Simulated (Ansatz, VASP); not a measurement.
## Cu: VASP beside Ansatz

Wanted: the spread between two codes on one cell, functional and k mesh. The structure shown is frame 250 of Ansatz's trajectory.

Program: Ansatz 0.2.0. Level of theory: plane waves, with VASP 6.6.1 beside it; single point at PBE. Results are calculated unless marked as measured.

### 1. The starting structure

The cell holds 16 atoms: 16 Cu. Its edges and angles: a = 5.954 Å, b = 5.954 Å, c = 5.954 Å, α = 90.0°, β = 90.0°, γ = 90.0°. As first built, before any earlier steps moved the atoms (in the runner's words): 16 atoms (16 Cu) placed at random at 8 g/cm^3, melted at 2023 K for 5 ps at fixed volume with the EAM Cu potential (Mishin et al., Phys. Rev. B 63, 224106 (2001)). Snapshot at the end of a hold of 8 ps at 1423 K and fixed volume.

### 2. Ansatz: dynamics, PBE

Ansatz runs on its default PAW (the set named soft_2) files.

One frame of this run of dynamics is then solved in both programs, so the motion causes no difference.

input.yaml reads:

```yaml
crystal:
  lattice:
    - [5.9541, 0.0, 0.0]
    - [0.0, 5.9541, 0.0]
    - [0.0, 0.0, 5.9541]
  atoms:
    - { symbol: Cu, position: [0.4615, 0.34572, 0.8091] }
    - { symbol: Cu, position: [0.13899, 0.05141, 0.03389] }
    - { symbol: Cu, position: [0.98669, 0.77714, 0.82704] }
    - { symbol: Cu, position: [0.16275, 0.06405, 0.61657] }
    - { symbol: Cu, position: [0.94977, 0.24883, 0.33892] }
    - { symbol: Cu, position: [0.45416, 0.7662, 0.85979] }
    - { symbol: Cu, position: [0.22254, 0.55908, 0.55285] }
    - { symbol: Cu, position: [0.67349, 0.49372, 0.04871] }
    - { symbol: Cu, position: [0.69097, 0.58024, 0.55193] }
    - { symbol: Cu, position: [0.92092, 0.76101, 0.31503] }
    - { symbol: Cu, position: [0.19265, 0.49982, 0.09695] }
    - { symbol: Cu, position: [0.44688, 0.78491, 0.26579] }
    - { symbol: Cu, position: [0.66759, 0.11509, 0.6057] }
    - { symbol: Cu, position: [0.68154, 0.043, 0.07515] }
    - { symbol: Cu, position: [0.43062, 0.29199, 0.31724] }
    - { symbol: Cu, position: [0.95587, 0.33827, 0.84124] }
kpoints:
  mp_grid: { grid: [1, 1, 1] }
hamiltonian:
  xc: pbe
scf:
  occupations: { method: fermi_dirac, width: 0.123 }
output:
  forces: true
  stress: true
md:
  timestep: 4.0
  n_steps: 750
  ensemble: nvt_nose_hoover
  temperature: 1423
  initial_velocities: maxwell_boltzmann
  seed: 5
```

The run is started by

```bash
ansatz run input.yaml --threads 4 --pin off --max-ram 15360MiB --backend cpu --events-out ev --progress --plain --runs-dir out
```

Numbers of over 12 decimals in the logs are rounded to 6 here.

Output:

```text
Warning: md: disabling space-group detection — thermal motion breaks the input geometry's symmetry, so no spatial operation reduces the k-mesh or symmetrises the density; time reversal is kept, so that k and −k are solved as one point where they differ and the mesh holds both, and exact exchange and, on two spinor components, a DFT+U term hold to it where the run has them: on two components no moment then forms, and  [...]
Warning: output.stress: scf.convergence.dr2_threshold = 1.6e-8 eV (the default of an md: trajectory) is looser than the 1.6e-9 eV advised for a printed stress (1e-10 eV for each atom of the cell: 16). What an SCF threshold leaves in a stress goes as its square root, and in the free energy as the threshold itself, and one threshold admits the most on a small cell: [figures from the program's tests cut] Set scf.converg [...]
band count auto-derived: 184 (N_el = 304.0; filled up to band 152; 183 by the electrons, moments and atoms)
Engine: ansatz 0.2.0, aarch64-unknown-linux-gnu
Pseudopotentials: kind: paw
Pseudopotential: Cu, paw, valence charge 19, recommended cutoff 420 eV (normal), Cu.paw.azcp
Functional definition: PBE
  parameter kappa = 0.804
  parameter beta = 0.066725
  exchange = pbe_x(kappa = kappa, mu = beta*pi^2/3)
  correlation = pbe_c(beta = beta)
Crystal: 16 atoms, lattice volume = 211.081 Å³
Basis set: ecut = 420 eV, 4067 PW (Γ), exchange–correlation on 80×80×80 points (8 copies of the dense FFT grid, shifted against one another)
Bands: 184, of which v1, the nominal top of the filled ones, is band 152 counted from 1 (151 counted from 0)
Symmetry: 1 space group operations
k-points: 1
Non-local potential: Cu, projectors of the file, l = 0: 3, l = 1: 2, l = 2: 3, l = 3: 1
PAW form: soft (Blöchl's): semilocal exchange-correlation on the pseudo side does not see the compensation charge
PAW one-centre angular grid: Cu, 590 points (default); XC on 64 Gauss nodes
Initial density: superposition of atomic densities (neutral atoms: chi_scale 0, normalization atom), corrected by the library's trained network
Initial wavefunctions: pseudopotential atomic-orbital guess
Functional: x = pbe(κ = 0.804, μ = 0.219515), c = pbe(β = 0.066725)
SCF iter   1: F=—  HF=-105991.404250 eV  |F-HF|=—  |Δ(HF+E_count)|=         —  Δρ=2.73e-2  dr2=1.08e0  ethr=1.77e-3  ⟨swp⟩=5.0  Hψ=562  notcnv=0  defer=13
preconditioner: auto → Resta (q_TF=auto, 2.899 Å⁻¹)  ε∞=13.5  [insulator: Δε(μ)=0.943 eV  Ē_g=9.605 eV  σ=0.123 eV  W_gap=0.73  n_scr=80 (ndim 8)  ℏωp=33.9 eV  f_vac=0.000  D(μ)=13.05/eV (n_scr^D=146)  ε∞_Penn≈13.5]
SCF iter   2: F=—  HF=-105991.226357 eV  |F-HF|=—  |Δ(HF+E_count)|=   1.78e-1  Δρ=7.13e-3  dr2=1.19e-1  ethr=3.55e-4  ⟨swp⟩=2.0  Hψ=280  notcnv=0  defer=21
SCF iter   3: F=—  HF=-105991.192977 eV  |F-HF|=—  |Δ(HF+E_count)|=   3.34e-2  Δρ=4.99e-3  dr2=5.47e-2  ethr=3.91e-5  ⟨swp⟩=2.0  Hψ=303  notcnv=0  defer=21
SCF iter   4: F=—  HF=-105991.183009 eV  |F-HF|=—  |Δ(HF+E_count)|=   9.97e-3  Δρ=1.20e-3  dr2=2.50e-3  ethr=1.80e-5  ⟨swp⟩=2.0  Hψ=198  notcnv=0  defer=21
SCF iter   5: F=—  HF=-105991.184301 eV  |F-HF|=—  |Δ(HF+E_count)|=   1.29e-3  Δρ=7.58e-4  dr2=8.12e-4  ethr=8.21e-7  ⟨swp⟩=2.0  Hψ=300  notcnv=0  defer=21
SCF iter   6: F=—  HF=-105991.184154 eV  |F-HF|=—  |Δ(HF+E_count)|=   1.47e-4  Δρ=3.78e-4  dr2=2.05e-4  ethr=2.67e-7  ⟨swp⟩=2.0  Hψ=299  notcnv=0  defer=21
SCF iter   7: F=—  HF=-105991.184100 eV  |F-HF|=—  |Δ(HF+E_count)|=   5.42e-5  Δρ=8.08e-5  dr2=1.34e-5  ethr=6.74e-8  ⟨swp⟩=2.0  Hψ=300  notcnv=0  defer=21
SCF iter   8: F=—  HF=-105991.184279 eV  |F-HF|=—  |Δ(HF+E_count)|=   1.80e-4  Δρ=7.86e-5  dr2=8.31e-6  ethr=4.42e-9  ⟨swp⟩=2.0  Hψ=304  notcnv=0  defer=21
SCF iter   9: F=—  HF=-105991.184278 eV  |F-HF|=—  |Δ(HF+E_count)|=   1.75e-6  Δρ=1.21e-5  dr2=3.05e-7  ethr=2.73e-9  ⟨swp⟩=2.0  Hψ=300  notcnv=0  defer=21
SCF iter  10: F=—  HF=-105991.184278 eV  |F-HF|=—  |Δ(HF+E_count)|=   7.12e-8  Δρ=5.19e-6  dr2=5.14e-8  ethr=1.00e-10  ⟨swp⟩=2.0  Hψ=250  notcnv=0  defer=21
[...]
md step   690: t =  2760.00 fs  T =  2068.4 K  F+E_penalty+E_count = -105994.06986763 eV  E_kin = 4.010326 eV  conserved = -105988.44182937 eV  P_inst = 8.2006 GPa  (11 SCF iters)
md step   692: t =  2768.00 fs  T =  2060.9 K  F+E_penalty+E_count = -105994.07866768 eV  E_kin = 3.995863 eV  conserved = -105988.44510545 eV  P_inst = 8.2047 GPa  (7 SCF iters)
md step   694: t =  2776.00 fs  T =  1739.9 K  F+E_penalty+E_count = -105993.48616746 eV  E_kin = 3.373587 eV  conserved = -105988.43779522 eV  P_inst = 9.2603 GPa  (8 SCF iters)
md step   696: t =  2784.00 fs  T =  1351.8 K  F+E_penalty+E_count = -105992.75810442 eV  E_kin = 2.620973 eV  conserved = -105988.42557180 eV  P_inst = 10.5860 GPa  (6 SCF iters)
md step   698: t =  2792.00 fs  T =  1242.0 K  F+E_penalty+E_count = -105992.57564912 eV  E_kin = 2.408162 eV  conserved = -105988.42742350 eV  P_inst = 11.0806 GPa  (8 SCF iters)
md step   700: t =  2800.00 fs  T =  1382.1 K  F+E_penalty+E_count = -105992.88059992 eV  E_kin = 2.679827 eV  conserved = -105988.43601279 eV  P_inst = 10.6850 GPa  (12 SCF iters)
md step   702: t =  2808.00 fs  T =  1521.9 K  F+E_penalty+E_count = -105993.18011171 eV  E_kin = 2.950903 eV  conserved = -105988.43856138 eV  P_inst = 10.0950 GPa  (7 SCF iters)
md step   704: t =  2816.00 fs  T =  1553.8 K  F+E_penalty+E_count = -105993.26899930 eV  E_kin = 3.012651 eV  conserved = -105988.43647361 eV  P_inst = 9.7391 GPa  (7 SCF iters)
md step   706: t =  2824.00 fs  T =  1530.8 K  F+E_penalty+E_count = -105993.25322468 eV  E_kin = 2.968033 eV  conserved = -105988.43323115 eV  P_inst = 9.5535 GPa  (7 SCF iters)
md step   708: t =  2832.00 fs  T =  1542.1 K  F+E_penalty+E_count = -105993.31085214 eV  E_kin = 2.989988 eV  conserved = -105988.43435622 eV  P_inst = 9.3006 GPa  (7 SCF iters)
md step   710: t =  2840.00 fs  T =  1565.3 K  F+E_penalty+E_count = -105993.39697730 eV  E_kin = 3.035034 eV  conserved = -105988.43731485 eV  P_inst = 9.0131 GPa  (13 SCF iters)
md step   712: t =  2848.00 fs  T =  1525.8 K  F+E_penalty+E_count = -105993.36192673 eV  E_kin = 2.958405 eV  conserved = -105988.43728491 eV  P_inst = 8.9073 GPa  (7 SCF iters)
md step   714: t =  2856.00 fs  T =  1429.7 K  F+E_penalty+E_count = -105993.21594989 eV  E_kin = 2.771949 eV  conserved = -105988.43542731 eV  P_inst = 9.0279 GPa  (7 SCF iters)
md step   716: t =  2864.00 fs  T =  1349.7 K  F+E_penalty+E_count = -105993.09969831 eV  E_kin = 2.616971 eV  conserved = -105988.43398476 eV  P_inst = 9.2264 GPa  (7 SCF iters)
md step   718: t =  2872.00 fs  T =  1340.2 K  F+E_penalty+E_count = -105993.12036886 eV  E_kin = 2.598563 eV  conserved = -105988.43531874 eV  P_inst = 9.3675 GPa  (7 SCF iters)
md step   720: t =  2880.00 fs  T =  1383.1 K  F+E_penalty+E_count = -105993.24070153 eV  E_kin = 2.681725 eV  conserved = -105988.43545768 eV  P_inst = 9.4447 GPa  (12 SCF iters)
md step   722: t =  2888.00 fs  T =  1463.3 K  F+E_penalty+E_count = -105993.43513686 eV  E_kin = 2.837222 eV  conserved = -105988.43573349 eV  P_inst = 9.4020 GPa  (7 SCF iters)
md step   724: t =  2896.00 fs  T =  1564.6 K  F+E_penalty+E_count = -105993.67510447 eV  E_kin = 3.033629 eV  conserved = -105988.43583102 eV  P_inst = 9.1599 GPa  (7 SCF iters)
md step   726: t =  2904.00 fs  T =  1669.6 K  F+E_penalty+E_count = -105993.93073407 eV  E_kin = 3.237199 eV  conserved = -105988.43577544 eV  P_inst = 8.6814 GPa  (7 SCF iters)
md step   728: t =  2912.00 fs  T =  1758.5 K  F+E_penalty+E_count = -105994.16935249 eV  E_kin = 3.409566 eV  conserved = -105988.43700002 eV  P_inst = 8.0461 GPa  (7 SCF iters)
md step   730: t =  2920.00 fs  T =  1783.2 K  F+E_penalty+E_count = -105994.29965384 eV  E_kin = 3.457383 eV  conserved = -105988.43867351 eV  P_inst = 7.5031 GPa  (12 SCF iters)
md step   732: t =  2928.00 fs  T =  1701.2 K  F+E_penalty+E_count = -105994.23459259 eV  E_kin = 3.298470 eV  conserved = -105988.43812640 eV  P_inst = 7.3101 GPa  (5 SCF iters)
md step   734: t =  2936.00 fs  T =  1542.2 K  F+E_penalty+E_count = -105994.02395942 eV  E_kin = 2.990208 eV  conserved = -105988.43567453 eV  P_inst = 7.4825 GPa  (5 SCF iters)
md step   736: t =  2944.00 fs  T =  1391.0 K  F+E_penalty+E_count = -105993.82714834 eV  E_kin = 2.697073 eV  conserved = -105988.43392436 eV  P_inst = 7.7956 GPa  (5 SCF iters)
md step   738: t =  2952.00 fs  T =  1304.1 K  F+E_penalty+E_count = -105993.75350474 eV  E_kin = 2.528543 eV  conserved = -105988.43488120 eV  P_inst = 8.0375 GPa  (5 SCF iters)
md step   740: t =  2960.00 fs  T =  1255.2 K  F+E_penalty+E_count = -105993.75208249 eV  E_kin = 2.433787 eV  conserved = -105988.43724677 eV  P_inst = 8.2173 GPa  (9 SCF iters)
md step   742: t =  2968.00 fs  T =  1187.5 K  F+E_penalty+E_count = -105993.70707983 eV  E_kin = 2.302477 eV  conserved = -105988.43666593 eV  P_inst = 8.4453 GPa  (5 SCF iters)
md step   744: t =  2976.00 fs  T =  1125.6 K  F+E_penalty+E_count = -105993.66457706 eV  E_kin = 2.182473 eV  conserved = -105988.43399415 eV  P_inst = 8.6304 GPa  (5 SCF iters)
md step   746: t =  2984.00 fs  T =  1135.5 K  F+E_penalty+E_count = -105993.76038874 eV  E_kin = 2.201575 eV  conserved = -105988.43569646 eV  P_inst = 8.5789 GPa  (5 SCF iters)
md step   748: t =  2992.00 fs  T =  1170.4 K  F+E_penalty+E_count = -105993.90527174 eV  E_kin = 2.269257 eV  conserved = -105988.43950917 eV  P_inst = 8.4021 GPa  (5 SCF iters)
[...]
md step   750: t =  3000.00 fs  T =  1130.5 K  F+E_penalty+E_count = -105993.89828874 eV  E_kin = 2.191923 eV  conserved = -105988.43968241 eV  P_inst = 8.3772 GPa  (11 SCF iters)
SCF converged after 11 iterations
Free energy (F): -105993.898289 eV
Harris-Foulkes:  -105993.898289 eV  (|F-HF|=7.86e-10)
Internal energy: -105993.487696 eV  (E = F + TS)
E sigma→0 (E₀):  -105993.692992 eV
Entropy (-TS):   -0.410593 eV (-25.662 meV/atom)
Fermi energy:    15.209200 eV
--- Per-component energies (eV) ---
  E_band       = -6402.319925
  E_kinetic    = 4803.343757
  E_local      = -71104.684676  (includes V_loc(G=0)·N_el)
  E_nonlocal   = 6251.854492
  E_hartree    = 31369.812293
  E_xc         = -1427.824323
  E_vxc        = -1842.107401  (∫ρ·V_xc dr)
  E_paw        = -26617.446859  (= ΣΔE_a)
  E_vpaw       = -7250.356582  (= ΣTr[D̂ρ^β])
  E_aug_tail   = 0.004401  (compensation charges beyond the density's cutoff)
  E_ewald      = -49268.546780
  E_smearing   = -0.410593  (= −TS)
  E_closure    = -0.000000  (closes the sum)
  Σ components = -105993.898289   (vs F -105993.898289, Δ=0.00e0)
--- Forces (eV/Å), atoms counted from 1 ---
  atom   1  Cu     0.10354131     0.15736784     0.05382038
  atom   2  Cu    -0.36805000     0.98041608     0.02534249
  atom   3  Cu     0.01476826    -0.38332671     0.36269944
  atom   4  Cu     0.43568272    -0.03807286     1.82643945
  atom   5  Cu    -0.61840404    -0.60709891     0.11952807
  atom   6  Cu     0.88181412     0.07456217     0.83530201
  atom   7  Cu    -0.78783993     0.78718592     0.30135042
  atom   8  Cu    -0.04518451    -0.63452279    -0.80607378
  atom   9  Cu    -0.18634341     0.68309604    -0.37109358
  atom  10  Cu    -0.48365440    -0.51484096     0.01432527
  atom  11  Cu    -0.76297443    -0.74011853    -1.09267779
  atom  12  Cu    -0.00161498     1.37799665     1.13050836
  atom  13  Cu     0.36157934     0.74810309     0.10473989
  atom  14  Cu     0.90327066    -1.53683556    -1.36743271
  atom  15  Cu    -0.13118930    -0.52230396    -0.94578057
  atom  16  Cu     0.68459424     0.16838871    -0.19099794
  max |Σ_I F_I| component: 4.37e-6 eV/Å
--- Stress (GPa, compression-positive) ---
        4.596764      -1.531929      -1.871583
       -1.531929       5.998305      -0.902351
       -1.871583      -0.902351      10.987063
  P = ⅓ Tr σ = 7.1940 GPa (71.940 kbar)
--- MD trajectory: 750 steps, t = 0.0 → 3000.0 fs ---
  final state: T = 1130.5 K   F+E_penalty+E_count = -105993.89828874 eV   E_kin = 2.191923 eV
  conserved energy: peak-to-peak 2.218e-2 eV (1.386e-3 eV/atom) over 3000.0 fs
```

(Part 1 of 2 ends here.)

[Lines on the potential files, build, host, timing and source positions are cut from VASP's logs without a mark.]

[Logs are printed without paths, hosts, clocks, repeated set-up lines and the standing remarks that a program may print on its own settings, such as how far it seeks lower states.]

[Hosts, paths, dates, database ids (printed as entryN), source tags and the programs' standing remarks are cut or masked in the printed files.]
